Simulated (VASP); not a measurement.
Consider the following.

```xyz
5
Lattice="1.9182 -3.3224 0.0000 1.9182 3.3224 0.0000 0.0000 0.0000 5.9747" Properties=species:S:1:pos:R:3 pbc="T T T"
La     1.9182     1.1075     1.4693
La     1.9182    -1.1075     4.5053
O      3.8363     0.0000     5.9747
O      1.9182     1.1075     3.8610
O      1.9182    -1.1075     2.1137
```

Level of theory: PBE GGA with D4 dispersion, VASP's PBE PAW potentials (set 64) (plane waves; VASP). Run with 520 eV cut-off, 7×7×4 Γ-centred mesh, Gaussian smearing of 0.050 eV, potentials La O.

Question: The ions and cell shape at fixed volume are relaxed. Give the cell that the relaxation ends in.

Answer: 
```xyz
5
Lattice="1.9381 -3.3569 0.0000 1.9381 3.3569 0.0000 0.0000 0.0000 5.8523" Properties=species:S:1:pos:R:3 pbc="T T T"
La     1.9381     1.1190     1.4120
La     1.9381    -1.1190     4.4403
O      3.8762     0.0000     0.0000
O      1.9381     1.1190     3.8000
O      1.9381    -1.1190     2.0523
```
Space group P-3m1 (164), at a tolerance of 0.03 Å.

Question: How much energy does the relaxation gain?

Answer: The energy (σ→0) changes by -4.6 meV/atom, in 9 ionic steps.

```tsv
step	E(σ→0) (eV)	max force (eV/Å)	pressure (GPa)	volume (Å³)
1	-42.9759	0.487	9.54	76.15
2	-42.9927	0.100	8.40	76.15
3	-42.9927	0.110	8.34	76.15
4	-42.9965	0.102	8.17	76.15
5	-42.9977	0.096	7.98	76.15
6	-42.9989	0.039	7.85	76.15
7	-42.9990	0.013	7.78	76.15
8	-42.9990	0.012	7.78	76.15
9	-42.9990	0.007	7.85	76.15
```

The compound is La2O3 in the a-type structure. This cell is one point of a volume scan, at 0.94 of the reference volume. Symmetry was kept, so distortions that lower it aren't found.
